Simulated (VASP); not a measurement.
A convergence study with VASP on CeO2 (space group no. 225 when undisturbed): one setting is varied, all else stays as given below, so the limit is that of these other settings. One atom is moved off its site, so that forces are finite.

```yaml
crystal:
  lattice:
    - [0.00000, 2.69148, 2.69148]
    - [2.69148, 0.00000, 2.69148]
    - [2.69148, 2.69148, 0.00000]
  atoms:
    - { symbol: Ce, position: [0.00929, 0.00929, 0.99071] }
    - { symbol: O, position: [0.25000, 0.25000, 0.25000] }
    - { symbol: O, position: [0.75000, 0.75000, 0.75000] }
```

Calculation: PBE GGA, VASP's PBE PAW potentials (set 64) (plane waves; VASP). The tightest run used: 400 eV cut-off, 15×15×15 Γ-centred mesh, Fermi-Dirac smearing of 0.010 eV, potentials Ce O.

Gaps are read on the run's mesh, which can miss a band edge.

The settings run are 2×2×2 mesh; 3×3×3 mesh; 4×4×4 mesh; 5×5×5 mesh; 6×6×6 mesh; 7×7×7 mesh; 9×9×9 mesh; 10×10×10 mesh; 11×11×11 mesh; 12×12×12 mesh; 14×14×14 mesh; 15×15×15 mesh. From which on does the energy per atom stay within 0.005 eV/atom of the tightest run?

From 3×3×3 mesh on: it is off by 0.0000 there and by no more than 0.005 in any finer run, while 2×2×2 mesh is off by 0.0675.
| setting | E (eV/atom) | pressure (GPa) | largest force (eV/Å) | gap on the mesh (eV) | irreducible k-points | difference judged (eV/atom) |
|---|---|---|---|---|---|---|
| 2×2×2 mesh | -8.6708 | 7.53 | 0.434 | 2.673 | 4 | 0.0675 |
| 3×3×3 mesh | -8.7383 | 3.79 | 0.406 | 2.184 | 6 | 0.0000 |
| 4×4×4 mesh | -8.7372 | 3.60 | 0.412 | 2.010 | 13 | 0.0011 |
| 5×5×5 mesh | -8.7369 | 3.53 | 0.412 | 2.172 | 18 | 0.0014 |
| 6×6×6 mesh | -8.7395 | 3.76 | 0.412 | 2.125 | 30 | 0.0012 |
| 7×7×7 mesh | -8.7380 | 3.65 | 0.412 | 2.030 | 40 | 0.0003 |
| 9×9×9 mesh | -8.7379 | 3.64 | 0.412 | 2.071 | 75 | 0.0004 |
| 10×10×10 mesh | -8.7385 | 3.67 | 0.412 | 2.026 | 102 | 0.0001 |
| 11×11×11 mesh | -8.7385 | 3.67 | 0.412 | 2.009 | 126 | 0.0002 |
| 12×12×12 mesh | -8.7384 | 3.71 | 0.412 | 2.009 | 163 | 0.0001 |
| 14×14×14 mesh | -8.7383 | 3.67 | 0.412 | 2.004 | 244 | 0.0000 |
| 15×15×15 mesh | -8.7383 | 3.67 | 0.412 | 2.003 | 288 | 0.0000 |

Left out are rungs that failed or repeat a setting and relaxations that didn't move; long series are thinned to 24 rows.

The structure is a typed CeO2 crystal (space group no. 225). The cell was not relaxed at this level, it is distorted from the ideal structure. The run is not spin-polarised, so no magnetic state was tried.
